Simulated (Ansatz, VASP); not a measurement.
# InSe: VASP beside Ansatz

Aim: how closely do two programs agree when they are given the same cell, functional and k mesh?

Method: plane waves, with VASP 6.6.1 beside it; single point at LDA, in Ansatz 0.2.0.

The database entry behind the starting cell differs from later determinations by our own check (c about 1.7 % long), so it need not match the best structure at ambient conditions.

**1. Starting point**

The structure is hexagonal, space group P6_3/mmc (No. 194). Conventional cell: a = 4.050 Å, b = 4.050 Å, c = 16.930 Å, α = 90.00°, β = 90.00°, γ = 120.00°. In has 3 Se at 2.52 Å nearest. Se has 3 In at 2.52 Å nearest. Farther neighbours and most contacts between anions are not listed.

As a file:

```cif
data_structure
_symmetry_space_group_name_H-M 'P 1'
_symmetry_Int_Tables_number 1
_cell_length_a 4.0500
_cell_length_b 4.0500
_cell_length_c 16.9300
_cell_angle_alpha 90.000
_cell_angle_beta 90.000
_cell_angle_gamma 120.000
_cell_volume 240.49
loop_
_atom_site_label
_atom_site_type_symbol
_atom_site_fract_x
_atom_site_fract_y
_atom_site_fract_z
_atom_site_occupancy
In1 In 0.66667 0.33333 0.84300 1
In2 In 0.33333 0.66667 0.34300 1
In3 In 0.66667 0.33333 0.65700 1
In4 In 0.33333 0.66667 0.15700 1
Se5 Se 0.66667 0.33333 0.39800 1
Se6 Se 0.33333 0.66667 0.89800 1
Se7 Se 0.66667 0.33333 0.10200 1
Se8 Se 0.33333 0.66667 0.60200 1
```

**2. Ansatz: single point, LDA**

Ansatz runs on its default PAW (the set named soft_2) files.

With cell and atoms fixed, the geometry can't cause a difference; cores, projectors, grids and the points listed under the comparison can.

input.yaml

```yaml
crystal:
  lattice:
    - [4.05, 0.0, 0.0]
    - [-2.025, 3.5074028853, 0.0]
    - [0.0, 0.0, 16.93]
  atoms:
    - { symbol: In, position: [0.6666666667, 0.3333333333, 0.843] }
    - { symbol: In, position: [0.3333333333, 0.6666666667, 0.343] }
    - { symbol: In, position: [0.6666666667, 0.3333333333, 0.657] }
    - { symbol: In, position: [0.3333333333, 0.6666666667, 0.157] }
    - { symbol: Se, position: [0.6666666667, 0.3333333333, 0.398] }
    - { symbol: Se, position: [0.3333333333, 0.6666666667, 0.898] }
    - { symbol: Se, position: [0.6666666667, 0.3333333333, 0.102] }
    - { symbol: Se, position: [0.3333333333, 0.6666666667, 0.602] }
hamiltonian:
  xc: lda
  pseudopotentials: { kind: paw }
kpoints:
  mp_grid: { grid: [9, 9, 2] }
scf:
  occupations: { method: gaussian, width: 0.01 }
  n_extra_bands: 6
output:
  forces: true
  stress: true
  eigenvalues: true
```

On the command line:

```bash
> ansatz run input.yaml --threads 4 --pin off --max-ram 9216MiB --backend cpu --events-out ev --progress --plain --runs-dir out
```

Numbers of over 12 decimals in the logs are rounded to 6 here.

Output:

```text
scf.n_extra_bands = 6 over 58 filled bands (N_el = 116.0): the run solves 64 bands
Engine: ansatz 0.2.0, x86_64-unknown-linux-gnu
Pseudopotentials: kind: paw
Pseudopotential: In, paw, valence charge 13, recommended cutoff 420 eV (normal), In.paw.azcp
Pseudopotential: Se, paw, valence charge 16, recommended cutoff 420 eV (normal), Se.paw.azcp
Functional definition: SPW92
  exchange = slater_x
  correlation = pw_c
Crystal: 8 atoms, lattice volume = 240.490 Å³
Basis set: ecut = 420 eV, 4701 PW (Γ)
Bands: 64, of which v1, the nominal top of the filled ones, is band 58 counted from 1 (57 counted from 0)
Symmetry: 24 space group operations
Space group: P63/mmc (ITA 194), of the structure as read, at distance tolerance 6.2e-5 Å
k-points: 24 of 162
Non-local potential: In, projectors of the file, l = 0: 2, l = 1: 2, l = 2: 2, l = 3: 2
Non-local potential: Se, projectors of the file, l = 0: 2, l = 1: 2, l = 2: 3, l = 3: 1
PAW form: soft (Blöchl's): semilocal exchange-correlation on the pseudo side does not see the compensation charge
PAW frozen core: In, regenerated for the run's functional, and the local potential with it (the file was generated under x = pbe(κ = 0.804, μ = 0.219515), c = pbe(β = 0.066725))
PAW frozen core: Se, regenerated for the run's functional, and the local potential with it (the file was generated under x = pbe(κ = 0.804, μ = 0.219515), c = pbe(β = 0.066725))
PAW one-centre angular grid: In, 590 points (default); XC on 64 Gauss nodes
PAW one-centre angular grid: Se, 590 points (default); XC on 64 Gauss nodes
Initial density: superposition of atomic densities (neutral atoms: chi_scale 0, normalization atom), corrected by the library's trained network
Initial wavefunctions: pseudopotential atomic-orbital guess
Functional: x = slater, c = lda
SCF iter   1: F=—  HF=-43363.936067 eV  |F-HF|=—  |Δ(HF+E_count)|=         —  Δρ=6.60e-3  dr2=1.29e-1  ethr=1.77e-3  ⟨swp⟩=6.4  Hψ=6404  notcnv=0
preconditioner: auto → LDOS  [insulator: Δε(μ)=0.145 eV  Ē_g=12.889 eV  σ=0.010 eV  W_gap=0.83  n_scr=66 (ndim 8)  ℏωp=20.9 eV  f_vac=0.138  D(μ)=2.62/eV (n_scr^D=6)  ε∞_Penn≈3.6  β→1.0]
SCF iter   2: F=—  HF=-43363.924160 eV  |F-HF|=—  |Δ(HF+E_count)|=   1.19e-2  Δρ=4.48e-3  dr2=6.22e-2  ethr=1.12e-4  ⟨swp⟩=3.0  Hψ=2979  notcnv=0  defer=46
SCF iter   3: F=—  HF=-43363.901424 eV  |F-HF|=—  |Δ(HF+E_count)|=   2.27e-2  Δρ=7.08e-4  dr2=3.05e-3  ethr=5.36e-5  ⟨swp⟩=3.0  Hψ=2597  notcnv=0  defer=46
SCF iter   4: F=—  HF=-43363.900717 eV  |F-HF|=—  |Δ(HF+E_count)|=   7.06e-4  Δρ=2.27e-4  dr2=1.47e-4  ethr=2.63e-6  ⟨swp⟩=2.2  Hψ=2458  notcnv=0  defer=46
SCF iter   5: F=—  HF=-43363.900667 eV  |F-HF|=—  |Δ(HF+E_count)|=   5.03e-5  Δρ=5.34e-5  dr2=2.04e-5  ethr=1.26e-7  ⟨swp⟩=2.0  Hψ=2403  notcnv=0  defer=46
SCF iter   6: F=—  HF=-43363.900704 eV  |F-HF|=—  |Δ(HF+E_count)|=   3.69e-5  Δρ=1.45e-5  dr2=6.09e-7  ethr=1.76e-8  ⟨swp⟩=2.1  Hψ=2277  notcnv=0  defer=46
SCF iter   7: F=-43363.900704 eV  HF=-43363.900704 eV  |F-HF|=2.63e-8  |Δ(HF+E_count)|=   3.10e-8  Δρ=4.54e-6  dr2=3.92e-8  ethr=8.62e-11  ⟨swp⟩=10.0  Hψ=7072  notcnv=0
SCF 1 converged in 7 iterations: F = -43363.900704 eV  dr2 = 3.92e-8
  greatest PAW one-centre occupation: 1.000 electrons in one spin orbital (limit 2), on the Se atom at site 7 (counted from 0), in its partial waves of l = 2
SCF converged after 7 iterations
Free energy (F): -43363.900704 eV
Harris-Foulkes:  -43363.900704 eV  (|F-HF|=2.63e-8)
Internal energy: -43363.900573 eV  (E = F + TS)
E sigma→0 (E₀):  -43363.900638 eV
Entropy (-TS):   -0.000131 eV (-0.016 meV/atom)
Fermi energy:    7.059198 eV
--- Per-component energies (eV) ---
  E_band       = -1922.530433
  E_kinetic    = 1459.636319
  E_local      = -16675.738810  (includes V_loc(G=0)·N_el)
  E_nonlocal   = -876.291133
  E_hartree    = 7664.513727
  E_xc         = -1270.412907
  E_vxc        = -800.787903  (∫ρ·V_xc dr)
  E_paw        = -23369.433613  (= ΣΔE_a)
  E_vpaw       = -358.368433  (= ΣTr[D̂ρ^β])
  E_aug_tail   = -0.002294  (compensation charges beyond the density's cutoff)
  E_ewald      = -10306.179457
  E_core_change = 10.007595  (= ΣΔE_core)
  E_smearing   = -0.000131  (= −TS)
  E_closure    = 0.000000  (closes the sum)
  Σ components = -43363.900704   (vs F -43363.900704, Δ=0.00e0)
--- Forces (eV/Å), atoms counted from 1 ---
  atom   1  In    -0.00000000     0.00000000    -2.61153566
  atom   2  In    -0.00000000    -0.00000000    -2.61153566
  atom   3  In     0.00000000     0.00000000     2.61153566
  atom   4  In     0.00000000    -0.00000000     2.61153566
  atom   5  Se     0.00000000     0.00000000     1.63957829
  atom   6  Se    -0.00000000    -0.00000000     1.63957829
  atom   7  Se     0.00000000     0.00000000    -1.63957829
  atom   8  Se    -0.00000000    -0.00000000    -1.63957829
  max |Σ_I F_I| component: 4.44e-16 eV/Å
--- Stress (GPa, compression-positive) ---
        5.659290       0.000000       0.000000
        0.000000       5.659290       0.000000
        0.000000       0.000000      -1.262449
  P = ⅓ Tr σ = 3.3520 GPa (33.520 kbar)
--- Band table (eV; the first three rows and the last of 24) ---
  k-point 0: bands = [... 54 lower, 4.9092, 4.9092, 5.5847, 6.4595, 6.9464, 7.3176, 8.1544, 8.5064, ... 2 higher]
  k-point 1: bands = [... 54 lower, 4.8867, 4.8867, 5.9685, 5.9685, 7.2042, 7.2042, 8.3300, 8.3300, ... 2 higher]
  k-point 2: bands = [... 54 lower, 4.6780, 4.7525, 6.1096, 7.0524, 7.3544, 7.9113, 8.6129, 8.9329, ... 2 higher]
  k-point 23: bands = [... 54 lower, 4.4784, 4.4784, 5.7819, 5.7819, 9.2415, 9.2415, 9.3410, 9.3410, ... 2 higher]
```

Wall time 8.7 s (4 threads of Intel Xeon Platinum 8259CL at 2.50GHz (Skylake/Cascade Lake), shared host); peak memory 0.9 GiB; 21 s of CPU time.

The run ends at a pressure of 3.35 GPa, with forces up to 2.6 eV/Å.

**3. VASP: single point, LDA**

The same cell, functional (in two slightly different forms), mesh and smearing now go to VASP, with its own data sets and cutoff.

Lines of VASP's logs that name or quote its potential files are left out, and so is its time.

INCAR

```
SYSTEM = InSe
PREC = Accurate
ENCUT = 400
EDIFF = 1E-07
NELM = 100
ISMEAR = 0
SIGMA = 0.01
LREAL = .FALSE.
ALGO = Normal
GGA = CA
NBANDS = 47
LORBIT = 11
LWAVE = .FALSE.
LCHARG = .FALSE.
KPAR = 4
```

POSCAR

```
InSe
1.0
    4.0500000000      0.0000000000      0.0000000000
   -2.0250000000      3.5074028853      0.0000000000
    0.0000000000      0.0000000000     16.9300000000
In Se
4 4
Direct
    0.6666666667      0.3333333333      0.8430000000
    0.3333333333      0.6666666667      0.3430000000
    0.6666666667      0.3333333333      0.6570000000
    0.3333333333      0.6666666667      0.1570000000
    0.6666666667      0.3333333333      0.3980000000
    0.3333333333      0.6666666667      0.8980000000
    0.6666666667      0.3333333333      0.1020000000
    0.3333333333      0.6666666667      0.6020000000
```

KPOINTS

```
Automatic mesh
0
Gamma
9 9 2
0 0 0
```

PAW data sets: In_d and Se (PBE family, release 64).

On the command line:

```bash
> mpirun -np 4 vasp_std
```

Output:

```text
[banner, memory and clock lines left out]
running    4 mpi-ranks, on    1 nodes
 distrk:  each k-point on    1 cores,    4 groups
 distr:  one band on    1 cores,    1 groups

 POSCAR found type information on POSCAR InSe
 POSCAR found :  2 types and       8 ions
|                                                                             |
|               ----> ADVICE to this user running VASP <----                  |
|                                                                             |
|     You enforced a specific xc type in the INCAR file but a different       |
|     [... a line on the potential file left out ...]
|     I HOPE YOU KNOW WHAT YOU ARE DOING!                                     |
|                                                                             |

 LDA part: xc-table for (Slater(with rela. corr.)+CA(PZ))
 , standard interpolation
 POSCAR, INCAR and KPOINTS ok, starting setup
 FFT: planning ... GRIDC
 FFT: planning ... GRID_SOFT
 FFT: planning ... GRID
 WAVECAR not read
 entering main loop
       N       E                     dE             d eps       ncg     rms          rms(c)
DAV:   1     0.715836718811E+03    0.71584E+03   -0.29464E+04  2263   0.150E+03
DAV:   2     0.719162389419E+02   -0.64392E+03   -0.62519E+03  2300   0.413E+02
DAV:   3    -0.269641392994E+02   -0.98880E+02   -0.96545E+02  2754   0.183E+02
DAV:   4    -0.329410399794E+02   -0.59769E+01   -0.59372E+01  2744   0.455E+01
DAV:   5    -0.331513078442E+02   -0.21027E+00   -0.21017E+00  2854   0.843E+00    0.124E+01
DAV:   6    -0.320347124741E+02    0.11166E+01   -0.19819E+00  2978   0.193E+01    0.619E+00
DAV:   7    -0.319014844145E+02    0.13323E+00   -0.11485E+00  3401   0.793E+00    0.161E+00
DAV:   8    -0.318933115754E+02    0.81728E-02   -0.16523E-01  3333   0.434E+00    0.119E+00
DAV:   9    -0.318941971250E+02   -0.88555E-03   -0.20085E-02  3155   0.691E-01    0.531E-01
DAV:  10    -0.318922301666E+02    0.19670E-02   -0.72553E-03  2941   0.124E+00    0.325E-01
DAV:  11    -0.318922915522E+02   -0.61386E-04   -0.13718E-03  2832   0.214E-01    0.631E-02
DAV:  12    -0.318922880250E+02    0.35272E-05   -0.66459E-05  3621   0.597E-02    0.562E-02
DAV:  13    -0.318922887188E+02   -0.69380E-06   -0.34218E-06  3295   0.135E-02    0.432E-02
DAV:  14    -0.318922839083E+02    0.48105E-05   -0.16846E-05  3340   0.316E-02    0.242E-02
DAV:  15    -0.318922839797E+02   -0.71314E-07   -0.13439E-06  2663   0.665E-03    0.159E-02
DAV:  16    -0.318922839438E+02    0.35824E-07   -0.49401E-08  1598   0.154E-03
   1 F= -.31892284E+02 E0= -.31892219E+02  d E =-.130868E-03
```

Parts of OUTCAR (step 3):

```text
ion  position               nearest neighbor table
   1  0.667  0.333  0.843-   6 2.52   6 2.52   6 2.52   3 3.15
   2  0.333  0.667  0.343-   5 2.52   5 2.52   5 2.52   4 3.15
   3  0.667  0.333  0.657-   8 2.52   8 2.52   8 2.52   1 3.15
   4  0.333  0.667  0.157-   7 2.52   7 2.52   7 2.52   2 3.15
   5  0.667  0.333  0.398-   2 2.52   2 2.52   2 2.52
   6  0.333  0.667  0.898-   1 2.52   1 2.52   1 2.52
   7  0.667  0.333  0.102-   4 2.52   4 2.52   4 2.52
   8  0.333  0.667  0.602-   3 2.52   3 2.52   3 2.52

  LATTYP: Found a hexagonal cell.
 ALAT       =     4.0500000000
 C/A-ratio  =     4.1802469136

 Subroutine GETGRP returns: Found 24 space group operations
 (whereof 12 operations were pure point group operations)

The static configuration has the point symmetry D_3d.
 The point group associated with its full space group is D_6h.

 Found     24 irreducible k-points:

   k-points           NKPTS =     24   k-points in BZ     NKDIM =     24   number of bands    NBANDS=     47

   dimension x,y,z NGX =    28 NGY =   28 NGZ =  112
   dimension x,y,z NGXF=    56 NGYF=   56 NGZF=  224

   ENCUT  =  400.0 eV  29.40 Ry    5.42 a.u.   6.60  6.60 27.61*2*pi/ulx,y,z

   NELECT =      76.0000    total number of electrons

 k-points in reciprocal lattice and weights: Automatic mesh
   0.00000000  0.00000000  0.00000000       0.006
   0.11111111  0.00000000  0.00000000       0.037
   0.22222222  0.00000000  0.00000000       0.037
   0.33333333  0.00000000  0.00000000       0.037
   0.44444444  0.00000000  0.00000000       0.037
   0.11111111  0.11111111  0.00000000       0.037
   0.22222222  0.11111111  0.00000000       0.074
   0.33333333  0.11111111  0.00000000       0.074
   0.44444444  0.11111111  0.00000000       0.037
[...]
0.33333333  0.22222222  0.50000000       0.074
   0.33333333  0.33333333  0.50000000       0.012

 average (electrostatic) potential at core
       1 -97.2699       2 -97.2699       3 -97.2699       4 -97.2699       5 -54.4396
       6 -54.4396       7 -54.4396       8 -54.4396

 E-fermi :   4.0033

 k-point     1 :       0.0000    0.0000    0.0000
  band No.  band energies     occupation
    ...
     35       1.8367      2.00000
     36       1.8367      2.00000
     37       2.5259      2.00000
     38       3.4119      2.00000
     39       3.8851      2.00000
     40       4.2516      0.00000
     41       5.0841      0.00000
     42       5.4371      0.00000
     43       7.6716      0.00000
     44       7.6716      0.00000
    ...

 k-point     2 :       0.1111    0.0000    0.0000
  band No.  band energies     occupation
    ...
     34       1.5627      2.00000
     35       1.6042      2.00000
     36       1.6790      2.00000
     37       3.0501      2.00000
     38       3.9965      1.66667
     39       4.3061      0.00000
     40       4.8516      0.00000
     41       5.5397      0.00000
     42       5.8645      0.00000
     43       7.2173      0.00000
    ...

 k-point     3 :       0.2222    0.0000    0.0000
  band No.  band energies     occupation
    ...
     34       1.2181      2.00000
     35       1.3173      2.00000
     36       1.3510      2.00000
     37       3.3712      2.00000
     38       3.7412      2.00000
     39       5.1892      0.00000
     40       5.3730      0.00000
     41       5.6088      0.00000
     42       5.9503      0.00000
     43       7.4095      0.00000
    ...

  Total        8.9422595      8.9422595     -1.7369883      0.0000000      0.0000000     -0.0000000
  in kB       59.5744738     59.5744738    -11.5720378      0.0000000      0.0000000     -0.0000000
  external PRESSURE =      35.8589700 kB  Pullay stress =       0.0000000 kB

  energy-cutoff  :      400.00
  volume of cell :      240.49
      direct lattice vectors                 reciprocal lattice vectors
     4.050000000  0.000000000  0.000000000     0.246913580  0.142555622  0.000000000
    -2.025000000  3.507402885  0.000000000     0.000000000  0.285111244  0.000000000
     0.000000000  0.000000000 16.930000000     0.000000000  0.000000000  0.059066745

 POSITION                                       TOTAL-FORCE (eV/Angst)
 -----------------------------------------------------------------------------------
      2.02500      1.16913     14.27199        -0.000000      0.000000     -2.653840
     -0.00000      2.33827      5.80699         0.000000     -0.000000     -2.653840
      2.02500      1.16913     11.12301        -0.000000      0.000000      2.653840
     -0.00000      2.33827      2.65801         0.000000     -0.000000      2.653840
      2.02500      1.16913      6.73814        -0.000000      0.000000      1.688304
     -0.00000      2.33827     15.20314        -0.000000      0.000000      1.688304
      2.02500      1.16913      1.72686         0.000000     -0.000000     -1.688304
     -0.00000      2.33827     10.19186        -0.000000     -0.000000     -1.688304
 -----------------------------------------------------------------------------------
    total drift:                               -0.000000     -0.000000      0.000000

  FREE ENERGIE OF THE ION-ELECTRON SYSTEM (eV)
  ---------------------------------------------------
  free  energy   TOTEN  =       -31.8922839438 eV

  energy  without entropy=      -31.8921530762  energy(sigma->0) =      -31.89221851

 total charge
# of ion       s       p       d       tot
------------------------------------------
    1        0.872   0.719   9.907  11.498
    2        0.872   0.719   9.907  11.498
    3        0.872   0.719   9.907  11.498
    4        0.872   0.719   9.907  11.498
    5        1.467   2.405   0.029   3.902
    6        1.467   2.405   0.029   3.902
    7        1.467   2.405   0.029   3.902
    8        1.467   2.405   0.029   3.902
--------------------------------------------------
tot          9.356  12.496  39.746  61.598

[... 3 further parts left out ...]
```

The run ends at a pressure of 3.59 GPa, with forces up to 2.7 eV/Å.

**4. Side by side**

Known differences besides the PAW data sets themselves: the two LDA forms differ slightly; the data sets hold 116 valence electrons in Ansatz (default PAW (the set named soft_2) files) and 76 in VASP; the cutoff is 420 eV in Ansatz and 400 eV in VASP; Ansatz makes its cores anew for this functional, VASP keeps those of its PBE data sets. Total energies have different zeros and are not compared.

The two programs side by side:

```
      quantity  Ansatz  VASP  difference
pressure (GPa)    3.35  3.59       -0.23
```

Forces (eV/Å; atoms numbered as in POSCAR):

```
atom        Ansatz x, y, z          VASP x, y, z
 In1  0.000, 0.000, -2.612  0.000, 0.000, -2.654
 In2  0.000, 0.000, -2.612  0.000, 0.000, -2.654
 In3   0.000, 0.000, 2.612   0.000, 0.000, 2.654
 In4   0.000, 0.000, 2.612   0.000, 0.000, 2.654
 Se5   0.000, 0.000, 1.640   0.000, 0.000, 1.688
 Se6   0.000, 0.000, 1.640   0.000, 0.000, 1.688
 Se7  0.000, 0.000, -1.640  0.000, 0.000, -1.688
 Se8  0.000, 0.000, -1.640  0.000, 0.000, -1.688
```

The forces differ by 26 meV/Å r.m.s., which is 2.1 % of the r.m.s. force of 1.28 eV/Å (both taken over all components).

**5. What came out**

```yaml
r_m_s_force_difference_single_point_lda: 2.1 % of the r.m.s. force
```

**Reading.** The r.m.s. force difference is 2.1 % of the r.m.s. force (single point, LDA), within the 3 % picked in this series as the mark of a large difference. Differences of this kind measure data sets and numerical settings, not the functional's error against experiment.

[Lines on the potential files, build, host, timing and source positions are cut from VASP's logs without a mark.]

[Logs are printed without paths, hosts, clocks, repeated set-up lines and the standing remarks that a program may print on its own settings, such as how far it seeks lower states.]

[Hosts, paths, dates, database ids (printed as entryN), source tags and the programs' standing remarks are cut or masked in the printed files.]
